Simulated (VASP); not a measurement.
Computed with PBE GGA, VASP's PBE PAW potentials (set 64) (plane waves; VASP).

A VASP calculation is set up with these files.

KPOINTS:
```
Automatic mesh
0
Gamma
6 6 6
0 0 0
```

File POSCAR:
```
CaB6
1
    4.1045914478     0.0000000000     0.0000000000
    0.0000000000     4.1045914478     0.0000000000
    0.0000000000     0.0000000000     4.1045914478
Ca B
1 6
Direct
  0.0000000000   0.0000000000   0.0000000000
  0.7989458579   0.5000000000   0.5000000000
  0.5000000000   0.2010541421   0.5000000000
  0.5000000000   0.7989458579   0.5000000000
  0.2010541421   0.5000000000   0.5000000000
  0.5000000000   0.5000000000   0.7989458579
  0.5000000000   0.5000000000   0.2010541421
```

**INCAR**
```
# general
SYSTEM  = CaB6
PREC    = Accurate
ENCUT   = 620
LREAL   = .False.
LASPH   = .True.

# electronic loop
EDIFF   = 1E-6
NELM    = 100
ALGO    = Normal

# smearing
ISMEAR  = 0
SIGMA   = 0.05

# functional
GGA     = PE

# ions
IBRION  = 2
NSW     = 40
ISIF    = 3
EDIFFG  = -0.02
PSTRESS = 100

# output
LWAVE   = .False.
LCHARG  = .False.
```

POTCAR, in this order: Ca_sv B (PBE.64 set). Program: vasp_std.

Energy and stress use the plane-wave basis of the starting cell.

Problem. What does the run give for the energy per atom (σ→0), volume per atom?

Solution. 
```yaml
energy per atom (σ→0): -6.414 eV/atom
volume_per_atom: 9.60 Å^3/atom
```

**OSZICAR**
```
...
       N       E                     dE             d eps       ncg     rms          rms(c)
DAV:   1    -0.448981933253E+02   -0.12873E-01   -0.20580E-01   736   0.301E+00    0.182E-01
DAV:   2    -0.448971584799E+02    0.10348E-02   -0.61683E-03   984   0.586E-01    0.909E-02
DAV:   3    -0.448968621882E+02    0.29629E-03   -0.21241E-03   800   0.278E-01    0.166E-02
DAV:   4    -0.448968582539E+02    0.39343E-05   -0.21409E-04   976   0.972E-02    0.122E-02
DAV:   5    -0.448968579410E+02    0.31295E-06   -0.18984E-05  1184   0.261E-02    0.559E-03
DAV:   6    -0.448968572169E+02    0.72405E-06   -0.22147E-06   756   0.135E-02
   5 F= -.40701332E+02 E0= -.40701207E+02  d E =-.791632E-03
```

The compound is CaB6 in the cab6 structure. This run relaxes it under an external pressure of 10 GPa. Symmetry was kept, so distortions that lower it aren't found.
